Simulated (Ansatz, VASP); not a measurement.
AlGa3P4: VASP beside Ansatz

INCAR

```
SYSTEM = AlGa3P4
  ALGO = Normal
  EDIFF = 1E-6
  ENCUT = 520
  GGA = PE
  ISIF = 2
  ISMEAR = 0
  LASPH = .TRUE.
  LCHARG = .TRUE.
  LELF = .TRUE.
  LREAL = .FALSE.
  LVHAR = .TRUE.
  LWAVE = .FALSE.
  NBANDS = 41
  NELM = 80
  PREC = Accurate
  SIGMA = 0.1
```

Contents of KPOINTS:

```
k-points
0
G
  4 4 2
  0 0 0
```

Contents of POSCAR:

```
AlGa3P4
1.0
    3.7687221900      0.0000000000      0.0000000000
    0.0000000000      3.7687221900      0.0000000000
    0.0000000000      0.0000000000     10.6595560600
Al Ga P
1 3 4
Direct
    0.0000000000      0.0000000000      0.0000000000
    0.5000000000      0.5000000000      0.2500000000
    0.0000000000      0.0000000000      0.5000000000
    0.5000000000      0.5000000000      0.7500000000
    0.5000000000      0.0000000000      0.1250000000
    0.0000000000      0.5000000000      0.3750000000
    0.5000000000      0.0000000000      0.6250000000
    0.0000000000      0.5000000000      0.8750000000
```

Input for Ansatz:

```yaml
crystal:
  lattice:
    - [3.76872219, 0.0, 0.0]
    - [0.0, 3.76872219, 0.0]
    - [0.0, 0.0, 10.65955606]
  atoms:
    - { symbol: Al, position: [0.0, 0.0, 0.0] }
    - { symbol: Ga, position: [0.5, 0.5, 0.25] }
    - { symbol: Ga, position: [0.0, 0.0, 0.5] }
    - { symbol: Ga, position: [0.5, 0.5, 0.75] }
    - { symbol: P, position: [0.5, 0.0, 0.125] }
    - { symbol: P, position: [0.0, 0.5, 0.375] }
    - { symbol: P, position: [0.5, 0.0, 0.625] }
    - { symbol: P, position: [0.0, 0.5, 0.875] }
basis:
  ecutwfc: 420
kpoints:
  mp_grid: { grid: [4, 4, 2] }
hamiltonian:
  xc: pbe
scf:
  occupations: { method: gaussian, width: 0.1 }
  lower_state_search: "off"
output:
  forces: true
  stress: true
  eigenvalues: true
```

Alike in both runs: task single point; functional PBE; k mesh 4 × 4 × 2; occupations gaussian, width 0.1 eV; no spin polarisation.

|  | VASP | Ansatz |
| --- | --- | --- |
| version | VASP 6.6.1 | Ansatz 0.2.0 |
| potentials or method | VASP PAW PBE potentials, release 64 (Al, Ga_d, P) | scalar-relativistic, plane waves, PAW |
| plane-wave cutoff (eV) | 520 | 420 |
| valence electrons in the cell | 62 | 62 |

```csv
,VASP,Ansatz,Ansatz less VASP
gap on the k mesh at the Fermi level (eV),1.45,1.45,0.000
least direct gap on the mesh (eV),1.48,1.48,+0.001
pressure (GPa),9.6,9.7,+0.09
largest component of the traceless stress (GPa),0.72,0.72,0.000
rms of the force components (eV/Å),0.025,0.024,-0.0007
```

Atom by atom the forces differ by 0.001 eV/Å (rms over components). The functional is the same, so the differences come from potentials, cutoffs and numerics.

A k mesh can miss the band edges.
